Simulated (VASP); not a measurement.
Computed with RPBE GGA, VASP's PBE PAW potentials (set 64) (plane waves; VASP).

A VASP calculation is set up with these files.

INCAR:
```
SYSTEM  =  Au
PREC  =  Accurate; ENCUT  =  520; LREAL  =  .FALSE.
LASPH  =  .TRUE.
EDIFF  =  1E-7; NELM  =  100; ALGO  =  Normal
LMAXMIX  =  6
ISMEAR  =  -5
GGA  =  RP
ISIF  =  2
LWAVE  =  .FALSE.; LCHARG  =  .TRUE.; LORBIT  =  11
NEDOS  =  601
```

### KPOINTS
```
kpoints
0
Gamma
 17 17 17
```

**POSCAR**
```
Au
1
    0.0000000000     2.0965245466     2.0965245466
    2.0965245466    -0.0000000000     2.0965245466
    2.0965245466     2.0965245466     0.0000000000
Au
1
Direct
  0.0000000000   0.0000000000   0.0000000000
```

POTCAR, in this order: Au (PBE.64 set). Program: vasp_std.

Output

File OUTCAR:
```
 ion  position               nearest neighbor table
   1  0.000  0.000  0.000-
  LATTYP: Found a face centered cubic cell.
 ALAT       =     4.1930490932
 Subroutine PRICEL returns:
 Original cell was already a primitive cell.
 Subroutine GETGRP returns: Found 48 space group operations
The static configuration has the point symmetry O_h .
The dynamic configuration has the point symmetry O_h .
 Subroutine INISYM returns: Found 48 space group operations
 Subroutine IBZKPT returns following result:
 Found    165 irreducible k-points:

 Following reciprocal coordinates:
            Coordinates               Weight
  0.000000  0.000000  0.000000      1.000000
  0.058824  0.000000  0.000000      8.000000
  0.117647  0.000000  0.000000      8.000000
  0.176471  0.000000  0.000000      8.000000
  0.235294  0.000000  0.000000      8.000000
  0.294118  0.000000  0.000000      8.000000
  0.352941  0.000000  0.000000      8.000000
  0.411765  0.000000  0.000000      8.000000
  0.470588  0.000000  0.000000      8.000000
  0.058824  0.058824  0.000000      6.000000
  0.117647  0.058824  0.000000     24.000000
  0.176471  0.058824  0.000000     24.000000
  0.235294  0.058824  0.000000     24.000000
  0.294118  0.058824  0.000000     24.000000
  0.352941  0.058824  0.000000     24.000000
  0.411765  0.058824  0.000000     24.000000
  0.470588  0.058824  0.000000     24.000000
 -0.470588  0.058824  0.000000     24.000000
 -0.411765  0.058824  0.000000     24.000000
 -0.352941  0.058824  0.000000     24.000000
 -0.294118  0.058824  0.000000     24.000000
 -0.235294  0.058824  0.000000     24.000000
 -0.176471  0.058824  0.000000     24.000000
 -0.117647  0.058824  0.000000     24.000000
 -0.058824  0.058824  0.000000     12.000000
  0.117647  0.117647  0.000000      6.000000
  0.176471  0.117647  0.000000     24.000000
  0.235294  0.117647  0.000000     24.000000
  0.294118  0.117647  0.000000     24.000000
  0.352941  0.117647  0.000000     24.000000
  0.411765  0.117647  0.000000     24.000000
  0.470588  0.117647  0.000000     24.000000
 -0.470588  0.117647  0.000000     24.000000
 -0.411765  0.117647  0.000000     24.000000
 -0.352941  0.117647  0.000000     24.000000
 -0.294118  0.117647  0.000000     24.000000
 -0.235294  0.117647  0.000000     24.000000
 -0.176471  0.117647  0.000000     24.000000
 -0.117647  0.117647  0.000000     12.000000
  0.176471  0.176471  0.000000      6.000000
   k-points           NKPTS =    165   k-points in BZ     NKDIM =    165   number of bands    NBANDS=      9
   number of dos      NEDOS =    601   number of ions     NIONS =      1
   total plane-waves  NPLWV =  13824
   dimension x,y,z NGX =    24 NGY =   24 NGZ =   24
   dimension x,y,z NGXF=    48 NGYF=   48 NGZF=   48
   ions per type =               1
   PREC   = accura    normal or accurate (medium, high low for compatibility)
   ISTART =      0    job   : 0-new  1-cont  2-samecut
   ICHARG =      2    charge: 1-file 2-atom 10-const
   ISPIN  =      1    spin polarized calculation?
   LNONCOLLINEAR =      F non collinear calculations
   LSORBIT =      F    spin-orbit coupling
   INIWAV =      1    electr: 0-lowe 1-rand  2-diag
   ENCUT  =  520.0 eV  38.22 Ry    6.18 a.u.   5.51  5.51  5.51*2*pi/ulx,y,z
   NELM   =    100;   NELMIN=  2; NELMDL= -5     # of ELM steps
   EDIFF  = 0.1E-06   stopping-criterion for ELM
   LREAL  =      F    real-space projection
   NLSPLINE    = F    spline interpolate recip. space projectors
   LMAXMIX     =    6 max onsite mixed and CHGCAR
   VOSKOWN=      0    Vosko Wilk Nusair interpolation
...
```

### OSZICAR
```
       N       E                     dE             d eps       ncg     rms          rms(c)
DAV:   1     0.441511247455E+02    0.44151E+02   -0.58151E+03  3227   0.108E+03
DAV:   2    -0.244597857873E+01   -0.46597E+02   -0.44031E+02  3062   0.200E+02
DAV:   3    -0.284602652365E+01   -0.40005E+00   -0.39960E+00  3623   0.195E+01
DAV:   4    -0.284716111109E+01   -0.11346E-02   -0.11343E-02  3415   0.108E+00
DAV:   5    -0.284716873146E+01   -0.76204E-05   -0.76165E-05  3356   0.850E-02    0.729E+00
DAV:   6    -0.264894293923E+01    0.19823E+00   -0.68378E-01  3034   0.808E+00    0.491E+00
DAV:   7    -0.263717517354E+01    0.11768E-01   -0.54993E-02  3188   0.230E+00    0.250E+00
DAV:   8    -0.263610967252E+01    0.10655E-02   -0.13667E-03  3099   0.369E-01    0.187E-01
DAV:   9    -0.263610178297E+01    0.78895E-05   -0.55687E-06  3339   0.254E-02    0.203E-02
DAV:  10    -0.263611206889E+01   -0.10286E-04   -0.79073E-06  3214   0.379E-02    0.448E-03
DAV:  11    -0.263611185380E+01    0.21509E-06   -0.84976E-08  2994   0.281E-03    0.483E-04
DAV:  12    -0.263611177926E+01    0.74546E-07   -0.63396E-09  1562   0.963E-04
   1 F= -.26361118E+01 E0= -.26361118E+01  d E =0.000000E+00
```

File OUTCAR:
```
------------------------ aborting loop because EDIFF is reached ----------------------------------------
  FORCE on cell =-STRESS in cart. coord.  units (eV):
  Direction    XX          YY          ZZ          XY          YZ          ZX
  --------------------------------------------------------------------------------------
  Total        0.0271451      0.0271451      0.0271451      0.0000000     -0.0000000      0.0000000
  in kB        2.3597809      2.3597809      2.3597809      0.0000000     -0.0000000      0.0000000
  external PRESSURE =       2.3597809 kB  Pullay stress =       0.0000000 kB
  volume of cell :       18.43
      direct lattice vectors                 reciprocal lattice vectors
     0.000000000  2.096524547  2.096524547    -0.238489934  0.238489934  0.238489934
     2.096524547  0.000000000  2.096524547     0.238489934 -0.238489934  0.238489934
     2.096524547  2.096524547  0.000000000     0.238489934  0.238489934 -0.238489934
 POSITION                                       TOTAL-FORCE (eV/Angst)
 -----------------------------------------------------------------------------------
      0.00000      0.00000      0.00000         0.000000      0.000000      0.000000
 -----------------------------------------------------------------------------------
    total drift:                               -0.000000      0.000000     -0.000000
  FREE ENERGIE OF THE ION-ELECTRON SYSTEM (eV)
  ---------------------------------------------------
  free  energy   TOTEN  =        -2.6361117793 eV

  energy  without entropy=       -2.6361117793  energy(sigma->0) =       -2.63611178

 total charge

# of ion       s       p       d       tot
------------------------------------------
    1        0.515   0.297   8.767   9.579
```
(Selected blocks of OUTCAR.)

### OUTCAR
```
 val. band max:        8.3323901049   @ k =   0.4706   0.1765   0.0000

 cond. band min:       8.3999391114   @ k =  -0.2941   0.2353   0.0000


 Fermi energy:         8.3783702501

 k-point     1 :       0.0000    0.0000    0.0000
  band No.  band energies     occupation
      1      -0.6862      2.00000
      2       4.0326      2.00000
      3       4.0326      2.00000
      4       4.0326      2.00000
      5       5.3424      2.00000
      6       5.3424      2.00000
      7      22.9202      0.00000
      8      26.4991      0.00000
      9      26.4991      0.00000

 k-point     2 :       0.0588    0.0000    0.0000
  band No.  band energies     occupation
      1      -0.5736      2.00000
      2       3.9991      2.00000
      3       4.0694      2.00000
      4       4.0694      2.00000
      5       5.3266      2.00000
      6       5.3266      2.00000
      7      23.0358      0.00000
      8      25.7026      0.00000
      9      26.6151      0.00000

 k-point     3 :       0.1176    0.0000    0.0000
  band No.  band energies     occupation
      1      -0.2453      2.00000
      2       3.9171      2.00000
      3       4.1636      2.00000
      4       4.1636      2.00000
      5       5.2972      2.00000
      6       5.2972      2.00000
      7      23.1788      0.00000
      8      24.1899      0.00000
      9      26.9316      0.00000

 k-point     4 :       0.1765    0.0000    0.0000
  band No.  band energies     occupation
      1       0.2622      2.00000
      2       3.8440      2.00000
      3       4.2607      2.00000
      4       4.2607      2.00000
      5       5.3112      2.00000
      6       5.3112      2.00000
      7      21.7534      0.00000
      8      23.9208      0.00000
      9      27.3256      0.00000

 k-point     5 :       0.2353    0.0000    0.0000
  band No.  band energies     occupation
      1       0.8581      2.00000
      2       3.8954      2.00000
      3       4.2864      2.00000
...
```

For a metal the tetrahedron method with Blöchl corrections gives inexact stress and forces. Unless said otherwise, spin-orbit coupling is left out, though it shifts the bands of the heavy elements here.

The compound is Au in the fcc structure. It was relaxed first, which changed the volume by +9 %.
